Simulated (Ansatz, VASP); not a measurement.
# LiZnF3: VASP beside Ansatz, part 3 of 3

Aim: how closely do two programs agree when they are given the same cell, functional and k mesh? The cell is generated by rule, not measured, and may not be a known phase. The cell is taken from a series of runs on this material, whose earlier steps may have relaxed, scaled, displaced or heated it; both programs get it as it stands.

VASP 6.6.1 and Ansatz 0.2.0.

So far: Starting point; Ansatz: zone-centre phonons, PBEsol; VASP: zone-centre phonons, PBEsol.

## (3) VASP: zone-centre phonons, PBEsol (continued)

Level of this step: PBEsol; plane waves and PAW (Li_sv, Zn, F); invented cell (VASP).

Numbers of over 12 decimals in the logs are rounded to 6 here.

OUTCAR, selected parts (step 3):

```text
ion  position               nearest neighbor table
   1  0.000  0.000  0.000-
   2  0.500  0.500  0.500-   3 1.98   4 1.98   5 1.98   3 1.98   4 1.98   5 1.98
   3  0.500  0.500  0.000-   2 1.98   2 1.98
   4  0.500  0.000  0.500-   2 1.98   2 1.98
   5  0.000  0.500  0.500-   2 1.98   2 1.98

  LATTYP: Found a simple cubic cell.
 ALAT       =     3.9677040432

 Subroutine GETGRP returns: Found 48 space group operations
 (whereof 48 operations were pure point group operations)

The static configuration has the point symmetry O_h .

 Found     35 irreducible k-points:

   k-points           NKPTS =     35   k-points in BZ     NKDIM =     35   number of bands    NBANDS=     24

   dimension x,y,z NGX =    36 NGY =   36 NGZ =   36
   dimension x,y,z NGXF=    72 NGYF=   72 NGZF=   72

   ENCUT  =  750.0 eV  55.12 Ry    7.42 a.u.   8.86  8.86  8.86*2*pi/ulx,y,z

   NELECT =      36.0000    total number of electrons

 k-points in reciprocal lattice and weights: Automatic mesh
   0.00000000  0.00000000  0.00000000       0.002
   0.12500000  0.00000000  0.00000000       0.012
   0.25000000  0.00000000  0.00000000       0.012
   0.37500000  0.00000000  0.00000000       0.012
   0.50000000  0.00000000  0.00000000       0.006
   0.12500000  0.12500000  0.00000000       0.023
   0.25000000  0.12500000  0.00000000       0.047
   0.37500000  0.12500000  0.00000000       0.047
   0.50000000  0.12500000  0.00000000       0.023
[...]
0.50000000  0.50000000  0.37500000       0.012
   0.50000000  0.50000000  0.50000000       0.002

 average (electrostatic) potential at core
       1 -64.9928       2 -36.3390       3 -78.3731       4 -78.3731       5 -78.3731

  Total        0.1271825      0.1271825      0.1271825     -0.0000000      0.0000000      0.0000000
  in kB        3.2622726      3.2622726      3.2622726     -0.0000000      0.0000000      0.0000000
  external PRESSURE =       3.2622726 kB  Pullay stress =       0.0000000 kB

  energy-cutoff  :      750.00
  volume of cell :       62.46
      direct lattice vectors                 reciprocal lattice vectors
     3.967704043  0.000000000  0.000000000     0.252034927  0.000000000  0.000000000
[...]
2     0.00000    -1.66903     0.00000
    3     0.00000    -0.00000    -0.86363
 ion    5
    1    -1.66903     0.00000     0.00000
    2    -0.00000    -0.86363     0.00000
    3     0.00000     0.00000    -0.86363

 Eigenvectors and eigenvalues of the dynamical matrix
 ----------------------------------------------------

   1 f  =   15.079813 THz    94.749258 2PiTHz  503.008408 cm-1    62.365066 meV
             X         Y         Z           dx          dy          dz
      0.000000  0.000000  0.000000    -0.027282   -0.005622   -0.000000
      1.983852  1.983852  1.983852    -0.345346   -0.071168    0.000000
      1.983852  1.983852  0.000000    -0.121548   -0.025048   -0.000000
      1.983852  0.000000  1.983852    -0.121548    0.185437    0.000000
      0.000000  1.983852  1.983852     0.899837   -0.025048    0.000000

   2 f  =   15.079813 THz    94.749258 2PiTHz  503.008408 cm-1    62.365066 meV
             X         Y         Z           dx          dy          dz
      0.000000  0.000000  0.000000     0.005622   -0.027282   -0.000000
      1.983852  1.983852  1.983852     0.071168   -0.345346   -0.000000
      1.983852  1.983852  0.000000     0.025048   -0.121548   -0.000000
      1.983852  0.000000  1.983852     0.025048    0.899837   -0.000000
      0.000000  1.983852  1.983852    -0.185437   -0.121548    0.000000

   3 f  =   15.079813 THz    94.749258 2PiTHz  503.008408 cm-1    62.365066 meV
             X         Y         Z           dx          dy          dz
      0.000000  0.000000  0.000000     0.000000   -0.000000   -0.027855
      1.983852  1.983852  1.983852     0.000000   -0.000000   -0.352603
      1.983852  1.983852  0.000000     0.000000   -0.000000    0.918745
      1.983852  0.000000  1.983852     0.000000    0.000000   -0.124102
      0.000000  1.983852  1.983852    -0.000000   -0.000000   -0.124102

   4 f  =    5.623517 THz    35.333601 2PiTHz  187.580344 cm-1    23.256988 meV
             X         Y         Z           dx          dy          dz
      0.000000  0.000000  0.000000    -0.395948    0.052628    0.003171
      1.983852  1.983852  1.983852     0.602666   -0.080105   -0.004827
      1.983852  1.983852  0.000000    -0.476656    0.063356   -0.000725
      1.983852  0.000000  1.983852    -0.476656   -0.012032    0.003818
      0.000000  1.983852  1.983852     0.090520    0.063356    0.003818

   5 f  =    5.623517 THz    35.333601 2PiTHz  187.580344 cm-1    23.256988 meV
             X         Y         Z           dx          dy          dz
      0.000000  0.000000  0.000000    -0.003744   -0.004103   -0.399404
      1.983852  1.983852  1.983852     0.005699    0.006245    0.607927
      1.983852  1.983852  0.000000    -0.004508   -0.004939    0.091310
      1.983852  0.000000  1.983852    -0.004508    0.000938   -0.480817
      0.000000  1.983852  1.983852     0.000856   -0.004939   -0.480817

   6 f  =    5.623517 THz    35.333601 2PiTHz  187.580344 cm-1    23.256988 meV
             X         Y         Z           dx          dy          dz
      0.000000  0.000000  0.000000    -0.052591   -0.395939    0.004560
      1.983852  1.983852  1.983852     0.080047    0.602653   -0.006941
      1.983852  1.983852  0.000000    -0.063311   -0.476646   -0.001043
      1.983852  0.000000  1.983852    -0.063311    0.090518    0.005490
      0.000000  1.983852  1.983852     0.012023   -0.476646    0.005490

   7 f/i=    0.032286 THz     0.202859 2PiTHz    1.076945 cm-1     0.133524 meV
             X         Y         Z           dx          dy          dz
      0.000000  0.000000  0.000000     0.107827    0.208025   -0.019755
      1.983852  1.983852  1.983852     0.324367    0.625785   -0.059429
      1.983852  1.983852  0.000000     0.176944    0.341368   -0.032165
      1.983852  0.000000  1.983852     0.176944    0.338697   -0.032419
      0.000000  1.983852  1.983852     0.175559    0.341368   -0.032419

   8 f/i=    0.032286 THz     0.202859 2PiTHz    1.076945 cm-1     0.133524 meV
             X         Y         Z           dx          dy          dz
      0.000000  0.000000  0.000000    -0.208899    0.106770   -0.015902
      1.983852  1.983852  1.983852    -0.628413    0.321186   -0.047836
      1.983852  1.983852  0.000000    -0.342802    0.175209   -0.025890
      1.983852  0.000000  1.983852    -0.342802    0.173838   -0.026095
      0.000000  1.983852  1.983852    -0.340120    0.175209   -0.026095

   9 f/i=    0.032286 THz     0.202859 2PiTHz    1.076945 cm-1     0.133524 meV
             X         Y         Z           dx          dy          dz
      0.000000  0.000000  0.000000     0.005098   -0.024843   -0.233770
      1.983852  1.983852  1.983852     0.015335   -0.074732   -0.703230
      1.983852  1.983852  0.000000     0.008365   -0.040767   -0.380614
      1.983852  0.000000  1.983852     0.008365   -0.040448   -0.383615
      0.000000  1.983852  1.983852     0.008300   -0.040767   -0.383615

  10 f/i=    1.392630 THz     8.750153 2PiTHz   46.453138 cm-1     5.759453 meV
             X         Y         Z           dx          dy          dz
      0.000000  0.000000  0.000000     0.000000    0.000000    0.000000
      1.983852  1.983852  1.983852     0.000000    0.000000    0.000000
      1.983852  1.983852  0.000000     0.003249   -0.013874    0.000000
      1.983852  0.000000  1.983852    -0.003249    0.000000   -0.706963
      0.000000  1.983852  1.983852     0.000000    0.013874    0.706963

  11 f/i=    1.392630 THz     8.750153 2PiTHz   46.453138 cm-1     5.759453 meV
             X         Y         Z           dx          dy          dz
      0.000000  0.000000  0.000000     0.000000   -0.000000   -0.000000
      1.983852  1.983852  1.983852     0.000000   -0.000000   -0.000000
      1.983852  1.983852  0.000000    -0.706482    0.029472   -0.000000
      1.983852  0.000000  1.983852     0.706482   -0.000000   -0.003826
      0.000000  1.983852  1.983852     0.000000   -0.029472    0.003826

  12 f/i=    1.392630 THz     8.750153 2PiTHz   46.453138 cm-1     5.759453 meV
             X         Y         Z           dx          dy          dz
      0.000000  0.000000  0.000000     0.000000    0.000000    0.000000
      1.983852  1.983852  1.983852     0.000000    0.000000    0.000000
      1.983852  1.983852  0.000000    -0.029542   -0.706356    0.000000
      1.983852  0.000000  1.983852     0.029542    0.000000    0.013726
      0.000000  1.983852  1.983852     0.000000    0.706356   -0.013726

  13 f/i=    6.847576 THz    43.024591 2PiTHz  228.410560 cm-1    28.319287 meV
             X         Y         Z           dx          dy          dz
      0.000000  0.000000  0.000000    -0.885104    0.030915    0.003746
      1.983852  1.983852  1.983852    -0.075271    0.002629    0.000319
      1.983852  1.983852  0.000000     0.323028   -0.011283   -0.000134
      1.983852  0.000000  1.983852     0.323028   -0.001102   -0.001367
      0.000000  1.983852  1.983852     0.031544   -0.011283   -0.001367

  14 f/i=    6.847576 THz    43.024591 2PiTHz  228.410560 cm-1    28.319287 meV
             X         Y         Z           dx          dy          dz
      0.000000  0.000000  0.000000    -0.030890   -0.885093    0.005833
      1.983852  1.983852  1.983852    -0.002627   -0.075270    0.000496
      1.983852  1.983852  0.000000     0.011274    0.323024   -0.000208
      1.983852  0.000000  1.983852     0.011274    0.031544   -0.002129
      0.000000  1.983852  1.983852     0.001101    0.323024   -0.002129

  15 f/i=    6.847576 THz    43.024591 2PiTHz  228.410560 cm-1    28.319287 meV
             X         Y         Z           dx          dy          dz
      0.000000  0.000000  0.000000    -0.003948   -0.005699   -0.885624
      1.983852  1.983852  1.983852    -0.000336   -0.000485   -0.075315
      1.983852  1.983852  0.000000     0.001441    0.002080    0.031563
      1.983852  0.000000  1.983852     0.001441    0.000203    0.323218
      0.000000  1.983852  1.983852     0.000141    0.002080    0.323218

 MACROSCOPIC STATIC DIELECTRIC TENSOR IONIC CONTRIBUTION
 ------------------------------------------------------
           1.568049     0.000000    -0.000000
           0.000000     1.568049     0.000000
          -0.000000     0.000000     1.568049
 ------------------------------------------------------

 ELASTIC MODULI CONTR FROM IONIC RELAXATION (kBar)
 Direction    XX          YY          ZZ          XY          YZ          ZX
 --------------------------------------------------------------------------------
 XX           0.0000      0.0000      0.0000      0.0000      0.0000      0.0000
 YY           0.0000      0.0000      0.0000      0.0000      0.0000      0.0000
 ZZ           0.0000      0.0000      0.0000      0.0000      0.0000      0.0000
 XY           0.0000      0.0000      0.0000      0.0000      0.0000      0.0000
 YZ           0.0000      0.0000      0.0000      0.0000      0.0000      0.0000
 ZX           0.0000      0.0000      0.0000      0.0000      0.0000      0.0000
 --------------------------------------------------------------------------------

 PIEZOELECTRIC TENSOR IONIC CONTR  for field in x, y, z        (C/m^2)
          XX          YY          ZZ          XY          YZ          ZX
  --------------------------------------------------------------------------------
  x     0.00000     0.00000     0.00000     0.00000     0.00000     0.00000
  y     0.00000     0.00000     0.00000     0.00000     0.00000     0.00000
  z     0.00000     0.00000     0.00000     0.00000     0.00000     0.00000
```

With imaginary modes the cell is no minimum, so the ionic parts of its dielectric, piezoelectric and elastic tensors have no meaning.

## (4) Differences

Known differences besides the potentials themselves: fixed occupations in Ansatz, narrow Gaussian smearing in VASP; the cutoff is 420 eV in Ansatz and 750 eV in VASP; Ansatz makes its cores anew for this functional, VASP keeps those of its PBE data sets. Total energies have different zeros and are not compared.

Both answers:

```
                                                   quantity  Ansatz    VASP  difference
                                                      ε∞ xx    2.29    2.27     +0.70 %
                                                      ε∞ yy    2.29    2.27     +0.70 %
                                                      ε∞ zz    2.29    2.27     +0.70 %
              Born charge of Li1 (mean of the diagonal) (e)    1.21    1.21        0.00
              Born charge of Zn2 (mean of the diagonal) (e)    2.21    2.19       +0.02
               Born charge of F3 (mean of the diagonal) (e)   -1.14   -1.13       -0.01
optical mode 1 to 3 (imaginary, printed as negative) (cm⁻¹)  -231.1  -228.4        -2.7
optical mode 4 to 6 (imaginary, printed as negative) (cm⁻¹)   -40.2   -46.5        +6.2
                                 optical mode 7 to 9 (cm⁻¹)   187.7   187.6     +0.07 %
                               optical mode 10 to 12 (cm⁻¹)   489.0   503.0     -2.79 %
```

Modes are paired by rising frequency, not by their patterns, so a pair may set unlike modes beside each other; they are those without the splitting of longitudinal modes.

## (5) What came out

| Item | Value |
| --- | --- |
| r.m.s. difference of the optical zone-centre modes, each program's sorted by frequency (zone-centre phonons, PBEsol) | 7.8 cm⁻¹ |
| difference in optical mode 10 to 12 (zone-centre phonons, PBEsol) | -2.8 % |

**Reading.** The r.m.s. difference of the optical zone-centre modes, each program's sorted by frequency is 7.8 cm⁻¹ (zone-centre phonons, PBEsol). Among the rows given in per cent, the largest difference of the zone-centre phonons, PBEsol pair is in optical mode 10 to 12, -2.8 %. Such differences can come from data sets, numerical settings and the points named under the comparisons, not from the functional's error against experiment.

[Lines on the potential files, build, host, timing and source positions are cut from VASP's logs without a mark.]

[Logs are printed without paths, hosts, clocks, repeated set-up lines and the standing remarks that a program may print on its own settings, such as how far it seeks lower states.]

[Hosts, paths, dates, database ids (printed as entryN), source tags and the programs' standing remarks are cut or masked in the printed files.]
